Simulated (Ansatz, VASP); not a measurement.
# KBr in two plane-wave programs

Aim: how closely do two programs agree when they are given the same cell, functional and k mesh? The cell is taken from a series of runs on this material, whose earlier steps may have relaxed, scaled, displaced or heated it; both programs get it as it stands.

Method: plane waves, with VASP 6.6.1 beside it; zone-centre phonons at LDA, in Ansatz 0.2.0.

## (1) The starting structure

Symmetry: Fm-3m, No. 225, cubic system. Conventional cell: a = 6.370 Å, b = 6.370 Å, c = 6.370 Å, α = 90.00°, β = 90.00°, γ = 90.00°. Nearest to K lie 6 Br at 3.19 Å. Nearest to Br lie 6 K at 3.19 Å. Farther neighbours and most contacts between anions are not listed.

As a file:

```xyz
2
Lattice="0.0000 3.1851 3.1851 3.1851 0.0000 3.1851 3.1851 3.1851 0.0000" Properties=species:S:1:pos:R:3 pbc="T T T"
K     0.0000    0.0000    0.0000
Br    3.1851    3.1851    3.1851
```

## (2) VASP: zone-centre phonons, LDA

Second derivatives magnify differences that forces hide, and they need a tight electronic threshold.

Lines of VASP's logs that name or quote its potential files are left out, and so is its time.

Contents of INCAR:

```
SYSTEM = KBr
PREC = Accurate
ENCUT = 500
EDIFF = 1E-08
NELM = 120
ISMEAR = 0
SIGMA = 0.01
LREAL = .FALSE.
ALGO = Normal
GGA = CA
NBANDS = 14
LORBIT = 11
LWAVE = .FALSE.
LCHARG = .FALSE.
ISIF = 2
IBRION = 8
LEPSILON = .TRUE.
LASPH = .TRUE.
GGA_COMPAT = .FALSE.
EFERMI = MIDGAP
```

Contents of POSCAR:

```
KBr
1.0
    0.0000000000      3.1850567282      3.1850567282
    3.1850567282      0.0000000000      3.1850567282
    3.1850567282      3.1850567282      0.0000000000
K Br
1 1
Direct
    0.0000000000      0.0000000000      0.0000000000
    0.5000000000      0.5000000000      0.5000000000
```

Contents of KPOINTS:

```
Automatic mesh
0
Gamma
6 6 6
0 0 0
```

The projector-augmented-wave data sets are K_sv and Br (LDA family, release 64).

On the command line:

```bash
$ mpirun -np 1 vasp_std
```

Output:

```text
[banner, memory and clock lines left out]
running    1 mpi-ranks, on    1 nodes
 distrk:  each k-point on    1 cores,    1 groups
 distr:  one band on    1 cores,    1 groups

 POSCAR found type information on POSCAR K Br
 POSCAR found :  2 types and       2 ions
 LDA part: xc-table for (Slater(with rela. corr.)+CA(PZ))
 , standard interpolation
 POSCAR, INCAR and KPOINTS ok, starting setup
 FFT: planning ... GRIDC
 FFT: planning ... GRID_SOFT
 FFT: planning ... GRID
 WAVECAR not read
 entering main loop
       N       E                     dE             d eps       ncg     rms          rms(c)
DAV:   1     0.985645458329E+02    0.98565E+02   -0.68321E+03   448   0.986E+02
DAV:   2    -0.947282577550E+00   -0.99512E+02   -0.92797E+02   564   0.254E+02
DAV:   3    -0.678361319589E+01   -0.58363E+01   -0.58089E+01   604   0.526E+01
DAV:   4    -0.700387697739E+01   -0.22026E+00   -0.22007E+00   698   0.971E+00
DAV:   5    -0.700551365908E+01   -0.16367E-02   -0.16367E-02   562   0.855E-01    0.404E+00
DAV:   6    -0.685514776278E+01    0.15037E+00   -0.19751E-01   544   0.234E+00    0.291E+00
DAV:   7    -0.683391716889E+01    0.21231E-01   -0.78412E-02   562   0.163E+00    0.128E+00
DAV:   8    -0.683440793240E+01   -0.49076E-03   -0.90162E-03   578   0.751E-01    0.176E-01
DAV:   9    -0.683440656089E+01    0.13715E-05   -0.15756E-04   618   0.842E-02    0.726E-02
DAV:  10    -0.683446622504E+01   -0.59664E-04   -0.67692E-05   502   0.456E-02    0.308E-02
DAV:  11    -0.683446498286E+01    0.12422E-05   -0.56905E-06   580   0.171E-02    0.463E-03
DAV:  12    -0.683446524030E+01   -0.25744E-06   -0.29855E-07   514   0.413E-03    0.872E-04
DAV:  13    -0.683446524494E+01   -0.46352E-08   -0.16430E-08   580   0.816E-04
   1 F= -.68344652E+01 E0= -.68344652E+01  d E =0.000000E+00
 Linear response reoptimize wavefunctions to high precision
DAV:   1    -0.683446524525E+01   -0.30741E-09   -0.30203E-09   504   0.413E-04
DAV:   2    -0.683446524529E+01   -0.38654E-10   -0.13617E-10   332   0.918E-05
 Linear response G [H, r] |phi>, progress :
  Direction:   1
       N       E                     dE             d eps       ncg     rms
RMM:   1    -0.561534610947E+02   -0.56153E+02    0.36020E+02   888   0.989E+01
RMM:   2    -0.579707615807E+02   -0.18173E+01   -0.76761E+00   836   0.206E+01
RMM:   3    -0.583343514813E+02   -0.36359E+00   -0.20064E+00   990   0.628E+00
RMM:   4    -0.583952289603E+02   -0.60877E-01   -0.43688E-01  1024   0.209E+00
RMM:   5    -0.584095301523E+02   -0.14301E-01   -0.98889E-02   992   0.896E-01
RMM:   6    -0.584123608626E+02   -0.28307E-02   -0.24124E-02  1032   0.420E-01
RMM:   7    -0.584130645052E+02   -0.70364E-03   -0.73398E-03  1029   0.205E-01
RMM:   8    -0.584133361052E+02   -0.27160E-03    0.30427E-03  1003   0.971E-02
RMM:   9    -0.584133209204E+02    0.15185E-04    0.64833E-03  1009   0.459E-02
RMM:  10    -0.584133247188E+02   -0.37984E-05    0.52940E-03   982   0.227E-02
RMM:  11    -0.584133132587E+02    0.11460E-04    0.22992E-03   965   0.119E-02
RMM:  12    -0.584133218419E+02   -0.85832E-05    0.12816E-03   956   0.635E-03
RMM:  13    -0.584133207637E+02    0.10782E-05    0.56221E-04   914   0.339E-03
RMM:  14    -0.584133215642E+02   -0.80051E-06    0.33941E-04   833   0.182E-03
[...]
RMM:  22    -0.584133214958E+02   -0.20250E-09    0.13475E-06   418   0.663E-05
RMM:  23    -0.584133214951E+02    0.75470E-09    0.19790E-06   413   0.573E-05
RMM:  24    -0.584133214917E+02    0.33329E-08    0.13473E-06   405   0.515E-05
RMM:  25    -0.584133214916E+02    0.15962E-09    0.88072E-07   390   0.483E-05
RMM:  26    -0.584133214919E+02   -0.35700E-09    0.63302E-07   366   0.460E-05
RMM:  27    -0.584133214918E+02    0.13682E-09    0.49995E-07   344   0.447E-05
RMM:  28    -0.584133214927E+02   -0.86666E-09    0.32556E-07   328   0.439E-05
RMM:  29    -0.584133214929E+02   -0.23820E-09    0.52763E-09   331   0.435E-05
 Linear response G [H, r] |phi>, progress :
  Direction:   2
       N       E                     dE             d eps       ncg     rms
RMM:   1    -0.536623410636E+02   -0.53662E+02    0.38141E+02   901   0.100E+02
RMM:   2    -0.559052430811E+02   -0.22429E+01   -0.67248E+00   834   0.201E+01
RMM:   3    -0.561808163841E+02   -0.27557E+00   -0.14640E+00   990   0.589E+00
RMM:   4    -0.562293090096E+02   -0.48493E-01   -0.30219E-01  1027   0.191E+00
[...]
RMM:   9    -0.323147999559E+00   -0.10061E-06   -0.48048E-05   869   0.136E-03
RMM:  10    -0.323148022888E+00   -0.23329E-07    0.31506E-06   822   0.658E-04
RMM:  11    -0.323148026350E+00   -0.34622E-08   -0.10303E-05   743   0.277E-04
RMM:  12    -0.323148027077E+00   -0.72764E-09    0.67423E-07   694   0.130E-04
RMM:  13    -0.323148026430E+00    0.64692E-09   -0.15375E-06   550   0.653E-05
RMM:  14    -0.323148026396E+00    0.34167E-10    0.62890E-08   491   0.483E-05
 change of polarisation eV/A/(eV/A) component  3 :     0.053    -0.071     0.646
 dielectric tensor                  component  3 :     0.148    -0.200     2.810
 Linear response to external field, progress :
  Direction:   1
       N       E                     dE             d eps       ncg     rms          rms(c)
RMM:   1    -0.358158676250E+00   -0.35816E+00   -0.80755E-01  1829   0.338E+00
[...]
RMM:  10    -0.348190632397E+00    0.38264E-06   -0.22941E-05  1976   0.650E-03    0.633E-04
RMM:  11    -0.348186253044E+00    0.43794E-05   -0.46223E-06  1980   0.286E-03    0.170E-04
RMM:  12    -0.348185360207E+00    0.89284E-06    0.71106E-08  2004   0.137E-03    0.246E-04
RMM:  13    -0.348185370886E+00   -0.10679E-07    0.16586E-06  1850   0.599E-04    0.303E-04
RMM:  14    -0.348185089979E+00    0.28091E-06    0.56978E-07  1821   0.263E-04    0.263E-04
RMM:  15    -0.348184947961E+00    0.14202E-06    0.34717E-07  1690   0.202E-04    0.196E-04
RMM:  16    -0.348184888165E+00    0.59796E-07    0.14887E-07  1220   0.692E-05    0.205E-04
RMM:  17    -0.348184859143E+00    0.29022E-07    0.10868E-07   929   0.461E-05    0.203E-04
RMM:  18    -0.348184865041E+00   -0.58985E-08    0.74755E-08   783   0.410E-05    0.198E-04
 change of polarisation eV/A/(eV/A) component  2 :     0.065     0.630    -0.027
 dielectric tensor                  component  2 :     0.181     2.763    -0.077
 Linear response to external field, progress :
  Direction:   3
       N       E                     dE             d eps       ncg     rms          rms(c)
RMM:   1    -0.358376109124E+00   -0.35838E+00   -0.80972E-01  1840   0.339E+00
RMM:   2    -0.372916089657E+00   -0.14540E-01   -0.42109E-02  1753   0.838E-01    0.137E+00
RMM:   3    -0.330664675149E+00    0.42251E-01   -0.66098E-02  1539   0.124E+00    0.652E-01
RMM:   4    -0.337811755927E+00   -0.71471E-02   -0.48232E-02  1615   0.975E-01    0.165E-01
RMM:   5    -0.346606332758E+00   -0.87946E-02   -0.37409E-03  1772   0.314E-01    0.263E-02
RMM:   6    -0.347742618858E+00   -0.11363E-02   -0.10119E-03  1906   0.130E-01    0.232E-02
RMM:   7    -0.348073176537E+00   -0.33056E-03   -0.19211E-04  1843   0.588E-02    0.146E-02
RMM:   8    -0.348180655448E+00   -0.10748E-03   -0.11252E-04  1919   0.309E-02    0.404E-03
RMM:   9    -0.348190648634E+00   -0.99932E-05   -0.43822E-05  1949   0.141E-02    0.159E-03
RMM:  10    -0.348191421390E+00   -0.77276E-06   -0.20713E-05  1975   0.655E-03    0.672E-04
RMM:  11    -0.348186551864E+00    0.48695E-05   -0.87731E-06  1966   0.296E-03    0.227E-04
RMM:  12    -0.348185434568E+00    0.11173E-05    0.14951E-07  1991   0.140E-03    0.237E-04
RMM:  13    -0.348185459183E+00   -0.24615E-07   -0.57617E-07  1847   0.632E-04    0.305E-04
RMM:  14    -0.348185140680E+00    0.31850E-06    0.24947E-07  1781   0.270E-04    0.304E-04
RMM:  15    -0.348184648870E+00    0.49181E-06   -0.21606E-07  1657   0.258E-04    0.234E-04
RMM:  16    -0.348184811436E+00   -0.16257E-06    0.72995E-08  1334   0.913E-05    0.240E-04
RMM:  17    -0.348184800646E+00    0.10790E-07    0.52581E-08  1025   0.536E-05    0.235E-04
RMM:  18    -0.348184831065E+00   -0.30419E-07    0.76845E-08   910   0.474E-05    0.217E-04
 change of polarisation eV/A/(eV/A) component  3 :     0.000     0.024     0.630
 dielectric tensor                  component  3 :     0.001     0.066     2.763
 Linear response DOF=           2
 Linear response progress:
  Degree of freedom:   1/  2
       N       E                     dE             d eps       ncg     rms          rms(c)
RMM:   1    -0.307933430326E+00   -0.30793E+00    0.19812E-01  1287   0.419E+00
RMM:   2    -0.306505038715E+00    0.14284E-02   -0.28653E-02  1488   0.109E+00    0.364E-02
RMM:   3    -0.308564671237E+00   -0.20596E-02   -0.45608E-03  1753   0.333E-01    0.338E-02
RMM:   4    -0.308722464741E+00   -0.15779E-03   -0.23797E-04  1850   0.741E-02    0.291E-02
RMM:   5    -0.308755351595E+00   -0.32887E-04   -0.42565E-05  1717   0.357E-02    0.237E-03
RMM:   6    -0.308754758244E+00    0.59335E-06   -0.89584E-06  1851   0.132E-02    0.130E-03
RMM:   7    -0.308752784006E+00    0.19742E-05   -0.16367E-06  1875   0.544E-03    0.400E-04
RMM:   8    -0.308753275225E+00   -0.49122E-06   -0.94565E-08  1968   0.228E-03    0.404E-04
RMM:   9    -0.308753023484E+00    0.25174E-06   -0.13685E-06  1901   0.107E-03    0.625E-05
RMM:  10    -0.308752738793E+00    0.28469E-06    0.29509E-07  2042   0.510E-04    0.846E-05
RMM:  11    -0.308752463172E+00    0.27562E-06   -0.20552E-07  1997   0.230E-04    0.820E-05
RMM:  12    -0.308752272116E+00    0.19106E-06    0.21817E-07  1943   0.117E-04    0.454E-05
RMM:  13    -0.308752126686E+00    0.14543E-06   -0.13008E-07  1897   0.650E-05    0.197E-05
RMM:  14    -0.308752127585E+00   -0.89874E-09    0.13561E-08  2016   0.332E-05    0.175E-05
 first order change of Fermi-energy  -0.20436E-03
 force on displaced ion       1 direction 1 :  -1.676   0.000   0.000
 Born effective charge ion    1 direction 1 :   1.101   0.000   0.000
 Linear response progress:
  Degree of freedom:   2/  2
       N       E                     dE             d eps       ncg     rms          rms(c)
RMM:   1    -0.143646381425E+00   -0.14365E+00    0.68263E-02  1845   0.164E+00
RMM:   2    -0.142809873722E+00    0.83651E-03   -0.19068E-03  1422   0.272E-01    0.509E-02
RMM:   3    -0.143218409328E+00   -0.40854E-03   -0.21300E-04  1605   0.667E-02    0.250E-02
RMM:   4    -0.143677650251E+00   -0.45924E-03   -0.85490E-05  1593   0.365E-02    0.851E-03
RMM:   5    -0.143715869450E+00   -0.38219E-04   -0.14506E-05  1782   0.152E-02    0.530E-03
RMM:   6    -0.143713367806E+00    0.25016E-05   -0.23307E-06  1827   0.512E-03    0.236E-03
RMM:   7    -0.143709540865E+00    0.38269E-05   -0.30740E-07  1839   0.193E-03    0.144E-03
RMM:   8    -0.143707497947E+00    0.20429E-05   -0.46505E-07  1810   0.911E-04    0.155E-04
RMM:   9    -0.143707572664E+00   -0.74717E-07    0.70692E-06  1958   0.390E-04    0.177E-04
RMM:  10    -0.143707271836E+00    0.30083E-06    0.15904E-06  1930   0.162E-04    0.424E-05
RMM:  11    -0.143707274813E+00   -0.29772E-08    0.24859E-06  1916   0.731E-05    0.350E-05
RMM:  12    -0.143707215981E+00    0.58832E-07   -0.10905E-07  1909   0.354E-05    0.189E-05
RMM:  13    -0.143707202478E+00    0.13504E-07    0.38848E-07  1901   0.159E-05    0.126E-05
RMM:  14    -0.143707182333E+00    0.20145E-07    0.68364E-10  1816   0.736E-06    0.354E-06
RMM:  15    -0.143707183580E+00   -0.12466E-08    0.10198E-07  1499   0.347E-06    0.313E-06
RMM:  16    -0.143707179940E+00    0.36392E-08    0.19505E-08  1243   0.183E-06    0.125E-06
 first order change of Fermi-energy   0.18657E-03
 force on displaced ion       2 direction 1 :  -1.678   0.000   0.000
 Born effective charge ion    2 direction 1 :  -1.102   0.000   0.000
 Born effective charges drift removed
 Linear response finished
```

Parts of OUTCAR (step 2):

```text
ion  position               nearest neighbor table
   1  0.000  0.000  0.000-   2 3.19   2 3.19   2 3.19   2 3.19   2 3.19   2 3.19
   2  0.500  0.500  0.500-   1 3.19   1 3.19   1 3.19   1 3.19   1 3.19   1 3.19

  LATTYP: Found a face centered cubic cell.
 ALAT       =     6.3701134564

 Subroutine GETGRP returns: Found 48 space group operations
 (whereof 48 operations were pure point group operations)

The static configuration has the point symmetry O_h .

 Found     16 irreducible k-points:

   k-points           NKPTS =     16   k-points in BZ     NKDIM =     16   number of bands    NBANDS=     14

   dimension x,y,z NGX =    36 NGY =   36 NGZ =   36
   dimension x,y,z NGXF=    72 NGYF=   72 NGZF=   72

   ENCUT  =  500.0 eV  36.75 Ry    6.06 a.u.   8.21  8.21  8.21*2*pi/ulx,y,z

   NELECT =      16.0000    total number of electrons

 k-points in reciprocal lattice and weights: Automatic mesh
   0.00000000  0.00000000  0.00000000       0.005
   0.16666667  0.00000000  0.00000000       0.037
   0.33333333  0.00000000  0.00000000       0.037
   0.50000000  0.00000000  0.00000000       0.019
   0.16666667  0.16666667  0.00000000       0.028
   0.33333333  0.16666667  0.00000000       0.111
   0.50000000  0.16666667  0.00000000       0.111
  -0.33333333  0.16666667  0.00000000       0.111
  -0.16666667  0.16666667  0.00000000       0.056
[...]
-0.33333333  0.33333333  0.16666667       0.111
  -0.33333333  0.50000000  0.16666667       0.056

 average (electrostatic) potential at core
       1 -35.5903       2 -70.5244

  Total        0.0435016      0.0435016      0.0435016     -0.0000000      0.0000000     -0.0000000
  in kB        1.0785364      1.0785364      1.0785364     -0.0000000      0.0000000     -0.0000000
  external PRESSURE =       1.0785364 kB  Pullay stress =       0.0000000 kB

  energy-cutoff  :      500.00
  volume of cell :       64.62
      direct lattice vectors                 reciprocal lattice vectors
     0.000000000  3.185056728  3.185056728    -0.156983075  0.156983075  0.156983075
     3.185056728  0.000000000  3.185056728     0.156983075 -0.156983075  0.156983075
     3.185056728  3.185056728  0.000000000     0.156983075  0.156983075 -0.156983075

 POSITION                                       TOTAL-FORCE (eV/Angst)
 -----------------------------------------------------------------------------------
      0.00000      0.00000      0.00000         0.000000      0.000000      0.000000
      3.18506      3.18506      3.18506         0.000000      0.000000     -0.000000
 -----------------------------------------------------------------------------------
    total drift:                                0.000000      0.000000      0.000000

 MACROSCOPIC STATIC DIELECTRIC TENSOR (including local field effects in DFT)
 ------------------------------------------------------
           2.763030     0.000000     0.000000
           0.000000     2.763030    -0.000000
           0.000000    -0.000000     2.763030
 ------------------------------------------------------

 PIEZOELECTRIC TENSOR (including local field effects)  for field in x, y, z        (C/m^2)
          XX          YY          ZZ          XY          YZ          ZX
  --------------------------------------------------------------------------------
  x     0.00000     0.00000     0.00000     0.00000     0.00000     0.00000
  y     0.00000     0.00000     0.00000     0.00000     0.00000     0.00000
  z     0.00000     0.00000     0.00000     0.00000     0.00000     0.00000

 BORN EFFECTIVE CHARGES (including local field effects) (in |e|, cummulative output)
 ---------------------------------------------------------------------------------
 ion    1
    1     1.10148     0.00000    -0.00000
    2    -0.00000     1.10148    -0.00000
    3     0.00000     0.00000     1.10148
 ion    2
    1    -1.10148    -0.00000     0.00000
    2     0.00000    -1.10148     0.00000
    3     0.00000     0.00000    -1.10148

 Eigenvectors and eigenvalues of the dynamical matrix
 ----------------------------------------------------

   1 f  =    3.950703 THz    24.823000 2PiTHz  131.781274 cm-1    16.338788 meV
             X         Y         Z           dx          dy          dz
      0.000000  0.000000  0.000000     0.000000   -0.819258    0.000000
      3.185057  3.185057  3.185057     0.000000    0.573425    0.000000

   2 f  =    3.950703 THz    24.823000 2PiTHz  131.781274 cm-1    16.338788 meV
             X         Y         Z           dx          dy          dz
      0.000000  0.000000  0.000000     0.000000   -0.000000   -0.819258
      3.185057  3.185057  3.185057     0.000000    0.000000    0.573425

   3 f  =    3.950703 THz    24.823000 2PiTHz  131.781274 cm-1    16.338788 meV
             X         Y         Z           dx          dy          dz
      0.000000  0.000000  0.000000     0.819258    0.000000    0.000000
      3.185057  3.185057  3.185057    -0.573425    0.000000    0.000000

   4 f/i=    0.001124 THz     0.007062 2PiTHz    0.037493 cm-1     0.004649 meV
             X         Y         Z           dx          dy          dz
      0.000000  0.000000  0.000000    -0.266844    0.466099    0.200904
      3.185057  3.185057  3.185057    -0.381243    0.665920    0.287033

   5 f/i=    0.001124 THz     0.007062 2PiTHz    0.037493 cm-1     0.004649 meV
             X         Y         Z           dx          dy          dz
      0.000000  0.000000  0.000000     0.190982   -0.118089    0.527634
      3.185057  3.185057  3.185057     0.272858   -0.168715    0.753835

   6 f/i=    0.001124 THz     0.007062 2PiTHz    0.037493 cm-1     0.004649 meV
             X         Y         Z           dx          dy          dz
      0.000000  0.000000  0.000000     0.470251    0.312447   -0.100284
      3.185057  3.185057  3.185057     0.671853    0.446396   -0.143276

 MACROSCOPIC STATIC DIELECTRIC TENSOR IONIC CONTRIBUTION
 ------------------------------------------------------
           2.025958    -0.000000     0.000000
          -0.000000     2.025958    -0.000000
           0.000000    -0.000000     2.025958
 ------------------------------------------------------

 ELASTIC MODULI CONTR FROM IONIC RELAXATION (kBar)
 Direction    XX          YY          ZZ          XY          YZ          ZX
 --------------------------------------------------------------------------------
 XX           0.0000      0.0000      0.0000      0.0000      0.0000      0.0000
 YY           0.0000      0.0000      0.0000      0.0000      0.0000      0.0000
 ZZ           0.0000      0.0000      0.0000      0.0000      0.0000      0.0000
 XY           0.0000      0.0000      0.0000      0.0000      0.0000      0.0000
 YZ           0.0000      0.0000      0.0000      0.0000      0.0000      0.0000
 ZX           0.0000      0.0000      0.0000      0.0000      0.0000      0.0000
 --------------------------------------------------------------------------------

 PIEZOELECTRIC TENSOR IONIC CONTR  for field in x, y, z        (C/m^2)
          XX          YY          ZZ          XY          YZ          ZX
  --------------------------------------------------------------------------------
  x     0.00000     0.00000     0.00000     0.00000     0.00000     0.00000
  y     0.00000     0.00000     0.00000     0.00000     0.00000     0.00000
  z     0.00000     0.00000     0.00000     0.00000     0.00000     0.00000
```

(Part 1 of 2 ends here.)

[Lines on the potential files, build, host, timing and source positions are cut from VASP's logs without a mark.]

[Logs are printed without paths, hosts, clocks, repeated set-up lines and the standing remarks that a program may print on its own settings, such as how far it seeks lower states.]

[Hosts, paths, dates, database ids (printed as entryN), source tags and the programs' standing remarks are cut or masked in the printed files.]
